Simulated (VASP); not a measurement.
Input:

```
BaHfO3
1.0
    4.16170     0.00000     0.00000
    0.00000     4.16170     0.00000
    0.00000     0.00000     4.16170
Ba Hf O
1 1 3
Direct
  0.00000   0.00000   0.00000
  0.50000   0.50000   0.50000
  0.50000   0.00000   0.50000
  0.00000   0.50000   0.50000
  0.50000   0.50000   0.00000
```

Calculation: r2SCAN+rVV10, VASP's PBE PAW potentials (set 64) (plane waves; VASP). Settings: 520 eV cut-off, 6×6×6 Γ-centred mesh, tetrahedra with Blöchl corrections, potentials Ba_sv Hf_pv O.

The cores are frozen, which limits the accuracy of field gradients.

Task: Give the principal components of the electric field gradient (V/Å²) and the asymmetry η at each nucleus.

Result: 
```tsv
atom	Vxx	Vyy	Vzz	η
Ba1	0.0	0.0	0.0	-
Hf2	0.0	0.0	0.0	-
O3	2.9	2.9	-5.8	0.00
O4	2.9	2.9	-5.8	0.00
O5	2.9	2.9	-5.8	0.00
```

The compound is BaHfO3 in the cubic perovskite structure. It was relaxed first.
